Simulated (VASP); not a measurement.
VASP input:

### POSCAR
```
HfC
3.1704520
  0.0000000000   0.7071067382   0.7071067382
  0.7071067382   0.0000000000   0.7071067382
  0.7071067382   0.7071067382   0.0000000000
Hf C
1 1
direct
  0.0000000000   0.0000000000   0.0000000000
  0.5000000000   0.5000000000   0.5000000000
```

**INCAR**
```
ALGO  =  Normal
EDIFF  =  1E-7
ENCUT  =  520
ISIF  =  2
ISMEAR  =  1
LASPH  =  T
LCHARG  =  F
LMAXMIX  =  6
LREAL  =  F
LWAVE  =  F
NELM  =  100
PREC  =  Accurate
SIGMA  =  0.1
SYSTEM  =  HfC
```

File KPOINTS:
```
Automatic mesh
0
Gamma
14 14 14
0 0 0
```

POTCAR, in this order: Hf_pv C (LDA.64 set). Program: vasp_std.

Task: Translate this LDA calculation to Ansatz.

Result: One equivalent input (not run):
Ansatz 0.2 input:
```yaml
crystal:
  lattice:
    - [0.0000000, 2.2418480, 2.2418480]
    - [2.2418480, 0.0000000, 2.2418480]
    - [2.2418480, 2.2418480, 0.0000000]
  atoms:
    - { symbol: Hf, position: [0.0000000, 0.0000000, 0.0000000] }
    - { symbol: C, position: [0.5000000, 0.5000000, 0.5000000] }
kpoints:
  mp_grid: { grid: [14, 14, 14] }
hamiltonian:
  xc: lda
  pseudopotentials: { kind: paw }
scf:
  occupations: { method: methfessel_paxton, width: 0.1 }
  max_iter: 100
output: { forces: true, stress: true, eigenvalues: true }
```
What does not carry over: each code has its own PAW files, so the cut-off isn't converted (ENCUT is set for VASP's; basis.ecutwfc is left out, and Ansatz then takes the one that its files recommend); Ansatz stops its SCF on the density residual and VASP on the energy change (EDIFF); Ansatz's lda is the Perdew-Wang form, while the LDA potentials of VASP carry Perdew-Zunger's.

The compound is HfC in the rock salt structure. This cell is one point of a volume scan, at 0.94 of the reference volume.
